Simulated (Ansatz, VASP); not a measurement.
## ZnSe (Stilleite) in two plane-wave programs

Wanted: the spread between two codes on one cell, functional and k mesh. The cell is taken from a series of runs on this material, whose earlier steps may have relaxed, scaled, displaced or heated it; both programs get it as it stands.

Main program and level: Ansatz 0.2.0; plane waves, with VASP 6.6.1 beside it; zone-centre phonons at LDA.

### Step 1. The structure

It takes space group F-43m (No. 216, cubic). Conventional cell: a = 5.639 Å, b = 5.639 Å, c = 5.639 Å, α = 90.00°, β = 90.00°, γ = 90.00°. Nearest to Zn lie 4 Se at 2.44 Å. Se has 4 Zn at 2.44 Å nearest. Farther neighbours and most contacts between anions are not listed.

Structure file:

```xyz
2
Lattice="0.0000 2.8196 2.8196 2.8196 0.0000 2.8196 2.8196 2.8196 0.0000" Properties=species:S:1:pos:R:3 pbc="T T T"
Zn    0.0000    0.0000    0.0000
Se    4.2293    4.2293    4.2293
```

### Step 2. VASP: zone-centre phonons, LDA

Second derivatives magnify differences that forces hide, and they need a tight electronic threshold.

Lines of VASP's logs that name or quote its potential files are left out, and so is its time.

Input file INCAR:

```
SYSTEM = ZnSe
PREC = Accurate
ENCUT = 500
EDIFF = 1E-08
NELM = 120
ISMEAR = 0
SIGMA = 0.01
LREAL = .FALSE.
ALGO = Normal
GGA = CA
NBANDS = 15
LORBIT = 11
LWAVE = .FALSE.
LCHARG = .FALSE.
ISIF = 2
IBRION = 8
LEPSILON = .TRUE.
LASPH = .TRUE.
GGA_COMPAT = .FALSE.
EFERMI = MIDGAP
KPAR = 2
```

Input file POSCAR:

```
ZnSe
1.0
    0.0000000000      2.8195595587      2.8195595587
    2.8195595587      0.0000000000      2.8195595587
    2.8195595587      2.8195595587      0.0000000000
Zn Se
1 1
Direct
    0.0000000000      0.0000000000      0.0000000000
    0.7500000000      0.7500000000      0.7500000000
```

Input file KPOINTS:

```
Automatic mesh
0
Gamma
9 9 9
0 0 0
```

The projector-augmented-wave data sets are Zn and Se (LDA family, release 64).

Run with:

```bash
$ mpirun -np 2 vasp_std
```

Numbers of over 12 decimals in the logs are rounded to 6 here.

The program printed:

```text
[banner, memory and clock lines left out]
running    2 mpi-ranks, on    1 nodes
 distrk:  each k-point on    1 cores,    2 groups
 distr:  one band on    1 cores,    1 groups

 POSCAR found type information on POSCAR ZnSe
 POSCAR found :  2 types and       2 ions
 LDA part: xc-table for (Slater(with rela. corr.)+CA(PZ))
 , standard interpolation
 POSCAR, INCAR and KPOINTS ok, starting setup
 FFT: planning ... GRIDC
 FFT: planning ... GRID_SOFT
 FFT: planning ... GRID
 WAVECAR not read
 entering main loop
       N       E                     dE             d eps       ncg     rms          rms(c)
DAV:   1     0.871281882651E+02    0.87128E+02   -0.86371E+03  1050   0.133E+03
DAV:   2    -0.204026038581E+01   -0.89168E+02   -0.84142E+02  1176   0.259E+02
DAV:   3    -0.762149284132E+01   -0.55812E+01   -0.55600E+01  1253   0.642E+01
DAV:   4    -0.766961477828E+01   -0.48122E-01   -0.48116E-01  1267   0.644E+00
DAV:   5    -0.766986976730E+01   -0.25499E-03   -0.25499E-03  1337   0.423E-01    0.491E+00
DAV:   6    -0.739197346802E+01    0.27790E+00   -0.59099E-01  1486   0.265E+01    0.374E+00
DAV:   7    -0.736705795776E+01    0.24916E-01   -0.15527E-01  1211   0.396E+00    0.155E+00
DAV:   8    -0.736275533532E+01    0.43026E-02   -0.33565E-03  1580   0.755E-01    0.409E-01
DAV:   9    -0.736221413027E+01    0.54121E-03   -0.90844E-04  1190   0.252E-01    0.595E-02
DAV:  10    -0.736223073953E+01   -0.16609E-04   -0.95623E-05  1275   0.100E-01    0.164E-02
DAV:  11    -0.736222596197E+01    0.47776E-05   -0.11413E-05  1596   0.566E-02    0.386E-03
DAV:  12    -0.736222604393E+01   -0.81955E-07   -0.19986E-06  1239   0.101E-02    0.127E-03
DAV:  13    -0.736222605958E+01   -0.15650E-07   -0.66354E-08  1302   0.301E-03    0.493E-04
DAV:  14    -0.736222606014E+01   -0.56502E-09   -0.25850E-09   721   0.629E-04
   1 F= -.73622261E+01 E0= -.73622261E+01  d E =0.000000E+00
 Linear response reoptimize wavefunctions to high precision
DAV:   1    -0.736222605961E+01    0.52842E-09   -0.14258E-09  1043   0.649E-04
DAV:   2    -0.736222605971E+01   -0.92314E-10   -0.51301E-10   609   0.172E-04
 Linear response G [H, r] |phi>, progress :
  Direction:   1
       N       E                     dE             d eps       ncg     rms
RMM:   1    -0.531041422092E+02   -0.53104E+02    0.16318E+02  1732   0.681E+01
RMM:   2    -0.550059180503E+02   -0.19018E+01   -0.94625E+00  1794   0.226E+01
RMM:   3    -0.551340418050E+02   -0.12812E+00   -0.28573E-01  1861   0.471E+00
RMM:   4    -0.551502031515E+02   -0.16161E-01    0.68086E-03  1970   0.944E-01
RMM:   5    -0.551521860429E+02   -0.19829E-02    0.10267E-02  1986   0.247E-01
RMM:   6    -0.551530099599E+02   -0.82392E-03    0.44323E-03  2042   0.699E-02
RMM:   7    -0.551532844016E+02   -0.27444E-03    0.19223E-03  2015   0.227E-02
RMM:   8    -0.551534032873E+02   -0.11889E-03    0.77257E-04  1765   0.812E-03
RMM:   9    -0.551534507862E+02   -0.47499E-04    0.39739E-04  1590   0.328E-03
RMM:  10    -0.551534683182E+02   -0.17532E-04    0.93161E-05  1473   0.160E-03
RMM:  11    -0.551534752315E+02   -0.69133E-05   -0.31681E-06  1307   0.105E-03
RMM:  12    -0.551534772831E+02   -0.20516E-05   -0.32842E-05  1151   0.855E-04
RMM:  13    -0.551534791276E+02   -0.18445E-05   -0.10696E-06  1049   0.790E-04
RMM:  14    -0.551534791989E+02   -0.71328E-07   -0.41467E-05   971   0.769E-04
RMM:  15    -0.551534796953E+02   -0.49635E-06   -0.34186E-05   892   0.766E-04
RMM:  16    -0.551534801962E+02   -0.50093E-06   -0.38971E-05   828   0.773E-04
 Linear response G [H, r] |phi>, progress :
  Direction:   2
       N       E                     dE             d eps       ncg     rms
RMM:   1    -0.539722292950E+02   -0.53972E+02    0.13477E+02  1719   0.664E+01
RMM:   2    -0.569139755659E+02   -0.29417E+01   -0.88619E+00  1778   0.215E+01
RMM:   3    -0.569990387563E+02   -0.85063E-01   -0.22565E-01  1855   0.433E+00
RMM:   4    -0.570127083294E+02   -0.13670E-01    0.80125E-03  1969   0.891E-01
RMM:   5    -0.570146705717E+02   -0.19622E-02    0.10249E-02  1972   0.234E-01
RMM:   6    -0.570154830487E+02   -0.81248E-03    0.43697E-03  2034   0.672E-02
RMM:   7    -0.570157572972E+02   -0.27425E-03    0.18473E-03  1986   0.220E-02
RMM:   8    -0.570158757806E+02   -0.11848E-03    0.69957E-04  1751   0.792E-03
RMM:   9    -0.570159204257E+02   -0.44645E-04    0.28568E-04  1567   0.323E-03
RMM:  10    -0.570159368313E+02   -0.16406E-04    0.17166E-04  1458   0.159E-03
RMM:  11    -0.570159422164E+02   -0.53851E-05    0.15867E-04  1289   0.100E-03
RMM:  12    -0.570159456358E+02   -0.34193E-05    0.90230E-05  1144   0.807E-04
RMM:  13    -0.570159456819E+02   -0.46130E-07    0.11383E-04  1038   0.759E-04
RMM:  14    -0.570159470073E+02   -0.13254E-05    0.88969E-05   969   0.705E-04
RMM:  15    -0.570159468378E+02    0.16952E-06    0.92450E-05   861   0.709E-04
RMM:  16    -0.570159471999E+02   -0.36210E-06    0.78704E-05   817   0.726E-04
 Linear response G [H, r] |phi>, progress :
  Direction:   3
[...]
RMM:  16    -0.441028844474E+02   -0.21246E-06    0.10944E-05   757   0.409E-04
 Linear response to external field (no local field effect), progress :
  Direction:   1
       N       E                     dE             d eps       ncg     rms          rms(c)
RMM:   1    -0.976804499509E+00   -0.97680E+00   -0.42369E+00  1493   0.379E+00
[...]
RMM:   2    -0.942804197546E+00   -0.10846E+00   -0.15737E-02  6554   0.694E-01    0.143E+00
RMM:   3    -0.902590982511E+00    0.40213E-01   -0.24578E-02  6364   0.855E-01    0.772E-01
RMM:   4    -0.917845970222E+00   -0.15255E-01   -0.28583E-02  6604   0.888E-01    0.142E-01
RMM:   5    -0.925971913920E+00   -0.81259E-02   -0.10848E-03  6604   0.189E-01    0.298E-02
RMM:   6    -0.926883908692E+00   -0.91199E-03   -0.13377E-05  6321   0.457E-02    0.156E-02
RMM:   7    -0.927126421980E+00   -0.24251E-03    0.76360E-06  6636   0.134E-02    0.132E-03
RMM:   8    -0.927144815346E+00   -0.18393E-04    0.11715E-06  6435   0.274E-03    0.895E-04
RMM:   9    -0.927143732349E+00    0.10830E-05    0.39604E-07  6832   0.930E-04    0.793E-05
RMM:  10    -0.927145946433E+00   -0.22141E-05   -0.58232E-08  5460   0.240E-04    0.324E-05
RMM:  11    -0.927146430033E+00   -0.48360E-06    0.15007E-07  4828   0.113E-04    0.819E-06
 change of polarisation eV/A/(eV/A) component  1 :     1.757     0.442     0.220
 dielectric tensor                  component  1 :     8.094     1.784     0.888
 Linear response to external field, progress :
  Direction:   2
       N       E                     dE             d eps       ncg     rms          rms(c)
RMM:   1    -0.833760352206E+00   -0.83376E+00   -0.35532E+00  5234   0.361E+00
RMM:   2    -0.942822763941E+00   -0.10906E+00   -0.15871E-02  6556   0.695E-01    0.143E+00
RMM:   3    -0.902587609142E+00    0.40235E-01   -0.24643E-02  6362   0.855E-01    0.772E-01
RMM:   4    -0.917856635505E+00   -0.15269E-01   -0.28703E-02  6601   0.889E-01    0.142E-01
RMM:   5    -0.925985008746E+00   -0.81284E-02   -0.11068E-03  6600   0.189E-01    0.298E-02
RMM:   6    -0.926885407831E+00   -0.90040E-03   -0.20016E-05  6319   0.457E-02    0.156E-02
RMM:   7    -0.927130379302E+00   -0.24497E-03    0.67727E-06  6626   0.134E-02    0.132E-03
RMM:   8    -0.927148772397E+00   -0.18393E-04    0.96280E-07  6426   0.273E-03    0.896E-04
RMM:   9    -0.927147646161E+00    0.11262E-05    0.37299E-07  6832   0.928E-04    0.825E-05
RMM:  10    -0.927149896513E+00   -0.22504E-05   -0.23642E-08  5503   0.241E-04    0.319E-05
RMM:  11    -0.927150358872E+00   -0.46236E-06    0.13980E-07  4837   0.113E-04    0.842E-06
 change of polarisation eV/A/(eV/A) component  2 :     0.421     1.757     0.176
 dielectric tensor                  component  2 :     1.700     8.094     0.710
 Linear response to external field, progress :
  Direction:   3
       N       E                     dE             d eps       ncg     rms          rms(c)
RMM:   1    -0.833766381760E+00   -0.83377E+00   -0.35533E+00  5235   0.361E+00
RMM:   2    -0.942801489631E+00   -0.10904E+00   -0.15697E-02  6553   0.695E-01    0.143E+00
RMM:   3    -0.902591668629E+00    0.40210E-01   -0.24577E-02  6366   0.855E-01    0.772E-01
RMM:   4    -0.917849053644E+00   -0.15257E-01   -0.28563E-02  6604   0.888E-01    0.142E-01
RMM:   5    -0.925980049392E+00   -0.81310E-02   -0.10902E-03  6598   0.189E-01    0.298E-02
RMM:   6    -0.926889827163E+00   -0.90978E-03   -0.16236E-05  6321   0.456E-02    0.156E-02
RMM:   7    -0.927133593589E+00   -0.24377E-03    0.70588E-06  6627   0.133E-02    0.131E-03
RMM:   8    -0.927151558356E+00   -0.17965E-04    0.13669E-06  6433   0.271E-03    0.894E-04
RMM:   9    -0.927150575912E+00    0.98244E-06    0.45581E-07  6825   0.931E-04    0.814E-05
RMM:  10    -0.927152792470E+00   -0.22166E-05    0.68010E-10  5522   0.243E-04    0.323E-05
RMM:  11    -0.927153256268E+00   -0.46380E-06    0.15715E-07  4832   0.115E-04    0.851E-06
 change of polarisation eV/A/(eV/A) component  3 :     0.335     0.327     1.757
 dielectric tensor                  component  3 :     1.353     1.318     8.094
 Linear response DOF=           2
 Linear response progress:
  Degree of freedom:   1/  2
       N       E                     dE             d eps       ncg     rms          rms(c)
RMM:   1    -0.212948727179E+00   -0.21295E+00   -0.12919E-02  5237   0.203E+00
RMM:   2    -0.211255204639E+00    0.16935E-02   -0.23784E-03  5966   0.364E-01    0.846E-02
RMM:   3    -0.210998951338E+00    0.25625E-03   -0.47025E-05  6742   0.449E-02    0.508E-02
RMM:   4    -0.210674781363E+00    0.32417E-03   -0.16146E-05  6933   0.275E-02    0.261E-03
RMM:   5    -0.210692794129E+00   -0.18013E-04   -0.20432E-06  7175   0.533E-03    0.625E-04
RMM:   6    -0.210689232753E+00    0.35614E-05    0.51506E-07  7298   0.102E-03    0.346E-04
RMM:   7    -0.210689074272E+00    0.15848E-06   -0.90323E-08  7096   0.311E-04    0.337E-05
RMM:   8    -0.210688771198E+00    0.30307E-06    0.10488E-07  7236   0.999E-05    0.125E-05
RMM:   9    -0.210688790536E+00   -0.19338E-07   -0.13183E-08  7438   0.356E-05    0.426E-06
RMM:  10    -0.210688787431E+00    0.31047E-08    0.21786E-08  6811   0.121E-05    0.197E-06
 first order change of Fermi-energy   0.24310E+00
 force on displaced ion       1 direction 1 :  -5.579   0.000   0.000
 Born effective charge ion    1 direction 1 :   2.035   0.000   0.000
 Linear response progress:
  Degree of freedom:   2/  2
       N       E                     dE             d eps       ncg     rms          rms(c)
RMM:   1    -0.826664710068E-01   -0.82666E-01    0.10409E-01  9003   0.172E+00
RMM:   2    -0.821220173029E-01    0.54445E-03   -0.30577E-03  5945   0.481E-01    0.116E-01
RMM:   3    -0.822767145725E-01   -0.15470E-03   -0.16108E-04  6564   0.989E-02    0.633E-02
RMM:   4    -0.825523160650E-01   -0.27560E-03   -0.52656E-05  6659   0.442E-02    0.783E-03
RMM:   5    -0.825568713617E-01   -0.45553E-05   -0.45969E-06  6694   0.836E-03    0.374E-03
RMM:   6    -0.825481660256E-01    0.87053E-05   -0.57531E-07  6670   0.218E-03    0.152E-03
RMM:   7    -0.825444984520E-01    0.36676E-05   -0.74488E-09  6691   0.838E-04    0.290E-04
RMM:   8    -0.825463657064E-01   -0.18673E-05   -0.36011E-09  6915   0.273E-04    0.397E-05
RMM:   9    -0.825465151483E-01   -0.14944E-06   -0.12073E-08  6884   0.859E-05    0.120E-05
RMM:  10    -0.825464051858E-01    0.10996E-06    0.24852E-09  6973   0.217E-05    0.452E-06
RMM:  11    -0.825464228763E-01   -0.17691E-07   -0.66462E-10  6157   0.778E-06    0.180E-06
RMM:  12    -0.825464274881E-01   -0.46118E-08    0.85008E-11  3918   0.341E-06    0.188E-07
 first order change of Fermi-energy  -0.24285E+00
 force on displaced ion       2 direction 1 :  -5.585  -0.000  -0.000
 Born effective charge ion    2 direction 1 :  -2.066   0.000   0.000
 Born effective charges drift removed
 Linear response finished
```

Parts of OUTCAR (step 2):

```text
ion  position               nearest neighbor table
   1  0.000  0.000  0.000-   2 2.44   2 2.44   2 2.44   2 2.44
   2  0.750  0.750  0.750-   1 2.44   1 2.44   1 2.44   1 2.44

  LATTYP: Found a face centered cubic cell.
 ALAT       =     5.6391191174

 Subroutine GETGRP returns: Found 24 space group operations
 (whereof 24 operations were pure point group operations)

The static configuration has the point symmetry T_d .

 Found     35 irreducible k-points:

   k-points           NKPTS =     35   k-points in BZ     NKDIM =     35   number of bands    NBANDS=     15

   dimension x,y,z NGX =    30 NGY =   30 NGZ =   30
   dimension x,y,z NGXF=    60 NGYF=   60 NGZF=   60

   ENCUT  =  500.0 eV  36.75 Ry    6.06 a.u.   7.27  7.27  7.27*2*pi/ulx,y,z

   NELECT =      18.0000    total number of electrons

 k-points in reciprocal lattice and weights: Automatic mesh
   0.00000000  0.00000000  0.00000000       0.001
   0.11111111  0.00000000  0.00000000       0.011
   0.22222222  0.00000000  0.00000000       0.011
   0.33333333  0.00000000  0.00000000       0.011
   0.44444444  0.00000000  0.00000000       0.011
   0.11111111  0.11111111  0.00000000       0.008
   0.22222222  0.11111111  0.00000000       0.033
   0.33333333  0.11111111  0.00000000       0.033
   0.44444444  0.11111111  0.00000000       0.033
[...]
-0.33333333  0.44444444  0.11111111       0.033
  -0.33333333  0.44444444  0.22222222       0.033

 average (electrostatic) potential at core
       1 -38.1045       2 -62.0784

  Total       -0.6159493     -0.6159493     -0.6159493      0.0000000      0.0000000      0.0000000
  in kB      -22.0131281    -22.0131281    -22.0131281      0.0000000      0.0000000      0.0000000
  external PRESSURE =     -22.0131281 kB  Pullay stress =       0.0000000 kB

  energy-cutoff  :      500.00
  volume of cell :       44.83
      direct lattice vectors                 reciprocal lattice vectors
     0.000000000  2.819559559  2.819559559    -0.177332661  0.177332661  0.177332661
     2.819559559  0.000000000  2.819559559     0.177332661 -0.177332661  0.177332661
     2.819559559  2.819559559  0.000000000     0.177332661  0.177332661 -0.177332661

 POSITION                                       TOTAL-FORCE (eV/Angst)
 -----------------------------------------------------------------------------------
      0.00000      0.00000      0.00000         0.000000      0.000000      0.000000
      4.22934      4.22934      4.22934        -0.000000     -0.000000     -0.000000
 -----------------------------------------------------------------------------------
    total drift:                                0.000000      0.000000      0.000000

 MACROSCOPIC STATIC DIELECTRIC TENSOR (including local field effects in DFT)
 ------------------------------------------------------
           8.093680     0.000000     0.000000
           0.000000     8.093680     0.000000
           0.000000    -0.000000     8.093680
 ------------------------------------------------------

 PIEZOELECTRIC TENSOR (including local field effects)  for field in x, y, z        (C/m^2)
          XX          YY          ZZ          XY          YZ          ZX
  --------------------------------------------------------------------------------
  x     0.00000    -0.00000    -0.00000     0.00000     0.71491     0.00000
  y     0.00000    -0.00000     0.00000     0.00000     0.00000     0.71491
  z     0.00000     0.00000     0.00000     0.71491     0.00000     0.00000

 BORN EFFECTIVE CHARGES (including local field effects) (in |e|, cummulative output)
 ---------------------------------------------------------------------------------
 ion    1
    1     2.05118     0.00000    -0.00000
    2     0.00000     2.05118     0.00000
    3    -0.00000     0.00000     2.05118
 ion    2
    1    -2.05118     0.00000     0.00000
    2     0.00000    -2.05118     0.00000
    3     0.00000    -0.00000    -2.05118

 Eigenvectors and eigenvalues of the dynamical matrix
 ----------------------------------------------------

   1 f  =    6.175518 THz    38.801925 2PiTHz  205.993114 cm-1    25.539880 meV
             X         Y         Z           dx          dy          dz
      0.000000  0.000000  0.000000     0.000000    0.739416    0.000000
      4.229339  4.229339  4.229339     0.000000   -0.673249    0.000000

   2 f  =    6.175518 THz    38.801925 2PiTHz  205.993114 cm-1    25.539880 meV
             X         Y         Z           dx          dy          dz
      0.000000  0.000000  0.000000     0.739416    0.000000    0.000000
      4.229339  4.229339  4.229339    -0.673249    0.000000    0.000000

   3 f  =    6.175518 THz    38.801925 2PiTHz  205.993114 cm-1    25.539880 meV
             X         Y         Z           dx          dy          dz
      0.000000  0.000000  0.000000     0.000000    0.000000    0.739416
      4.229339  4.229339  4.229339     0.000000    0.000000   -0.673249

   4 f/i=    0.001664 THz     0.010456 2PiTHz    0.055507 cm-1     0.006882 meV
             X         Y         Z           dx          dy          dz
      0.000000  0.000000  0.000000    -0.673249    0.000000    0.000000
      4.229339  4.229339  4.229339    -0.739416    0.000000    0.000000

   5 f/i=    0.001664 THz     0.010456 2PiTHz    0.055507 cm-1     0.006882 meV
             X         Y         Z           dx          dy          dz
      0.000000  0.000000  0.000000     0.000000   -0.673249    0.000000
      4.229339  4.229339  4.229339     0.000000   -0.739416    0.000000

   6 f/i=    0.001664 THz     0.010456 2PiTHz    0.055507 cm-1     0.006882 meV
             X         Y         Z           dx          dy          dz
      0.000000  0.000000  0.000000     0.000000    0.000000   -0.673249
      4.229339  4.229339  4.229339     0.000000    0.000000   -0.739416

 MACROSCOPIC STATIC DIELECTRIC TENSOR IONIC CONTRIBUTION
 ------------------------------------------------------
           3.042491     0.000000    -0.000000
           0.000000     3.042491     0.000000
          -0.000000     0.000000     3.042491
 ------------------------------------------------------

 ELASTIC MODULI CONTR FROM IONIC RELAXATION (kBar)
 Direction    XX          YY          ZZ          XY          YZ          ZX
 --------------------------------------------------------------------------------
 XX          -0.0000      0.0000      0.0000     -0.0000      0.0000      0.0000
 YY           0.0000     -0.0000      0.0000     -0.0000     -0.0000     -0.0000
 ZZ           0.0000      0.0000     -0.0000      0.0000     -0.0000      0.0000
 XY          -0.0000     -0.0000      0.0000   -154.6069      0.0000      0.0000
 YZ           0.0000     -0.0000     -0.0000      0.0000   -154.6069      0.0000
 ZX           0.0000     -0.0000      0.0000      0.0000      0.0000   -154.6069
 --------------------------------------------------------------------------------

 PIEZOELECTRIC TENSOR IONIC CONTR  for field in x, y, z        (C/m^2)
          XX          YY          ZZ          XY          YZ          ZX
  --------------------------------------------------------------------------------
  x     0.00000    -0.00000    -0.00000     0.00000    -0.64536     0.00000
  y     0.00000    -0.00000     0.00000     0.00000     0.00000    -0.64536
  z    -0.00000    -0.00000     0.00000    -0.64536     0.00000    -0.00000
```

(Part 1 of 2 ends here.)

[Lines on the potential files, build, host, timing and source positions are cut from VASP's logs without a mark.]

[Logs are printed without paths, hosts, clocks, repeated set-up lines and the standing remarks that a program may print on its own settings, such as how far it seeks lower states.]

[Hosts, paths, dates, database ids (printed as entryN), source tags and the programs' standing remarks are cut or masked in the printed files.]
